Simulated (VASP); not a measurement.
Output of a VASP run:

**OSZICAR**
```
       N       E                     dE             d eps       ncg     rms          rms(c)
DAV:   1     0.124499615243E+03    0.12450E+03   -0.99852E+03   968   0.127E+03
DAV:   2    -0.221297886286E+01   -0.12671E+03   -0.12406E+03  1254   0.232E+02
DAV:   3    -0.784048012935E+01   -0.56275E+01   -0.55966E+01  1163   0.528E+01
DAV:   4    -0.789182186592E+01   -0.51342E-01   -0.51334E-01  1149   0.553E+00
DAV:   5    -0.789250280997E+01   -0.68094E-03   -0.68094E-03  1184   0.599E-01    0.982E+00
DAV:   6    -0.735414348861E+01    0.53836E+00   -0.67409E+00   960   0.262E+01    0.687E+00
DAV:   7    -0.695902744052E+01    0.39512E+00   -0.14258E+00   967   0.127E+01    0.268E+00
DAV:   8    -0.696525736554E+01   -0.62299E-02   -0.13423E-01  1051   0.267E+00    0.108E+00
DAV:   9    -0.696090626797E+01    0.43511E-02   -0.24839E-02  1086   0.176E+00    0.252E-01
DAV:  10    -0.696138271755E+01   -0.47645E-03   -0.30964E-03  1163   0.447E-01    0.532E-02
DAV:  11    -0.696136475424E+01    0.17963E-04   -0.14269E-04  1093   0.132E-01    0.286E-02
DAV:  12    -0.696135915236E+01    0.56019E-05   -0.33663E-05  1072   0.516E-02    0.629E-03
DAV:  13    -0.696135960508E+01   -0.45272E-06   -0.72417E-07  1195   0.619E-03    0.319E-03
DAV:  14    -0.696136006017E+01   -0.45509E-06   -0.26477E-07   946   0.560E-03    0.713E-04
DAV:  15    -0.696136009119E+01   -0.31025E-07   -0.25883E-08   550   0.154E-03
   1 F= -.69613601E+01 E0= -.69613601E+01  d E =0.000000E+00
```

File OUTCAR:
```
------------------------ aborting loop because EDIFF is reached ----------------------------------------
  FORCE on cell =-STRESS in cart. coord.  units (eV):
  Direction    XX          YY          ZZ          XY          YZ          ZX
  --------------------------------------------------------------------------------------
  Total       -0.0208491     -0.0208491      0.0303679      0.0000000      0.0000000     -0.0000000
  in kB       -0.4538849     -0.4538850      0.6611084      0.0000000      0.0000000     -0.0000000
  external PRESSURE =      -0.0822205 kB  Pullay stress =       0.0000000 kB
  volume of cell :       73.60
      direct lattice vectors                 reciprocal lattice vectors
     1.939061929 -3.358554052  0.000000000     0.257856643 -0.148873590  0.000000000
     1.939061929  3.358554052  0.000000000     0.257856643  0.148873590  0.000000000
     0.000000000  0.000000000  5.650395643     0.000000000  0.000000000  0.176978757
 POSITION                                       TOTAL-FORCE (eV/Angst)
 -----------------------------------------------------------------------------------
      0.00000      0.00000      0.00000         0.000000      0.000000      0.000000
      1.93906      1.11952      1.36474         0.000000     -0.000000     -0.013848
      1.93906     -1.11952      4.28566        -0.000000      0.000000      0.013848
 -----------------------------------------------------------------------------------
    total drift:                                0.000000     -0.000000      0.000000
  FREE ENERGIE OF THE ION-ELECTRON SYSTEM (eV)
  ---------------------------------------------------
  free  energy   TOTEN  =        -6.9613600912 eV

  energy  without entropy=       -6.9613600912  energy(sigma->0) =       -6.96136009

 total charge

# of ion       s       p       d       tot
------------------------------------------
    1        0.639   0.530   7.952   9.121
    2        1.496   2.198   0.041   3.736
    3        1.496   2.198   0.041   3.736
--------------------------------------------------
tot          3.631   4.927   8.034  16.593

 Electric field gradients after diagonalization (V/A^2)
 (convention: |V_zz| > |V_xx| > |V_yy|)
----------------------------------------------------------------------
 ion       V_xx      V_yy      V_zz     asymmetry (V_yy - V_xx)/ V_zz
----------------------------------------------------------------------
   1     -42.587   -42.586    85.173       0.000
   2      27.402    27.401   -54.802       0.000
   3      27.402    27.401   -54.802       0.000
```
(Selected blocks of OUTCAR.)

POSCAR:
```
PtSe2
1
    1.9390619291    -3.3585540520    -0.0000000000
    1.9390619291     3.3585540520     0.0000000000
    0.0000000000     0.0000000000     5.6503956434
Pt Se
1 2
Direct
  0.0000000000   0.0000000000   0.0000000000
  0.3333330000   0.6666670000   0.2415292768
  0.6666670000   0.3333330000   0.7584707232
```

Question: Write an INCAR and KPOINTS that could have produced this output.

Answer: This is not unique; one that fits is the input of the run itself, vdW-DF2, plane waves, VASP's PBE PAW potentials (set 64).

INCAR:
```
AGGAC  =  0.0
ALGO  =  Normal
EDIFF  =  1E-7
ENCUT  =  520
GGA  =  ML
ISIF  =  2
ISMEAR  =  -5
LASPH  =  .True.
LCHARG  =  .True.
LEFG  =  .True.
LMAXMIX  =  6
LORBIT  =  11
LREAL  =  .False.
LUSE_VDW  =  .True.
LWAVE  =  .False.
NEDOS  =  601
NELM  =  100
PREC  =  Accurate
SYSTEM  =  PtSe2
ZAB_VDW  =  -1.8867
```

File KPOINTS:
```
Automatic mesh
0
G
  7 7 5
```

POTCAR, in this order: Pt Se (PBE.64 set). Program: vasp_std.

The compound is PtSe2 in the 1T layered structure. It was relaxed first, which changed the volume by +20 %.
